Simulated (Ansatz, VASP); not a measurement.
Si in VASP and in Ansatz

```
Si
1.0
     0.00000    2.72210    2.72210
     2.72210    0.00000    2.72210
     2.72210    2.72210    0.00000
Si
2
Cartesian
  4.0831 4.0831 4.0831
  2.7221 2.7221 2.7221
```

Alike in both runs: functional r2SCAN; k mesh 10 × 10 × 10; no spin polarisation.

Ansatz relaxed the structure, and its values are those at the end. VASP's run is a single point on that final structure, the one shown.

|  | VASP | Ansatz |
| --- | --- | --- |
| version | VASP 6.6.1 | Ansatz 0.2.0 |
| potentials or method | VASP PAW PBE potentials, release 64 (Si) | scalar-relativistic, plane waves, PAW |
| plane-wave cutoff (eV) | 520 | 500 |
| occupations | gaussian, width 0.01 eV | fixed |
| valence electrons in the cell | 8 | 8 |

Ansatz gave:

| Item | Value |
| --- | --- |
| gap on the k mesh at the Fermi level (eV) | 0.78 |
| least direct gap on the mesh (eV) | 2.74 |
| pressure (GPa) | 0.0 |

**Question.** Estimate VASP's values.

**Answer.** gap on the k mesh at the Fermi level (eV): 0.79; least direct gap on the mesh (eV): 2.75; pressure (GPa): -0.2.

Caveats: the PAW data sets were made with another functional, which shifts forces and pressure a little (VASP). A k mesh can miss the band edges.
